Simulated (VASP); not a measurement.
GaSb:

```
CELL_PARAMETERS angstrom
0.00000 3.05900 3.05900
3.05900 0.00000 3.05900
3.05900 3.05900 0.00000
ATOMIC_POSITIONS crystal
Ga 0.00000 0.00000 0.00000
Sb 0.25000 0.25000 0.25000
```

```yaml
Program: VASP 6.6.1
Task: relaxation of cell and atoms
Functional: PBE
Potentials_or_basis: VASP PAW PBE potentials, release 64 (Ga_d, Sb)
Cutoff: 600 eV
k_mesh: 10 × 10 × 10
Occupations: gaussian, width 0.03 eV
Spin: no spin polarisation
```

At the start: pressure 2.4 GPa; volume 28.62 Å³/atom.

Problem. How do energy, volume and symmetry change on relaxing?

Solution. Over 3 steps the energy falls by 10.0 meV/atom and the volume is 30.03 Å³/atom (+4.9 %); space group F-43m (No. 216, to 0.05 Å).

Step by step:
```tsv
step	energy change (eV)	largest force (eV/Å)	pressure (GPa)	volume (Å³)
1	0.0000	0.0000	2.38	57.25
2	-0.0186	0.0000	-0.54	60.85
3	-0.0201	0.0000	-0.02	60.07
```

Final structure:
```
Ga Sb
1.0
     0.00000    3.10843    3.10843
     3.10843    0.00000    3.10843
     3.10843    3.10843    0.00000
Ga Sb
1 1
Direct
  0.00000 0.00000 0.00000
  0.25000 0.25000 0.25000
```
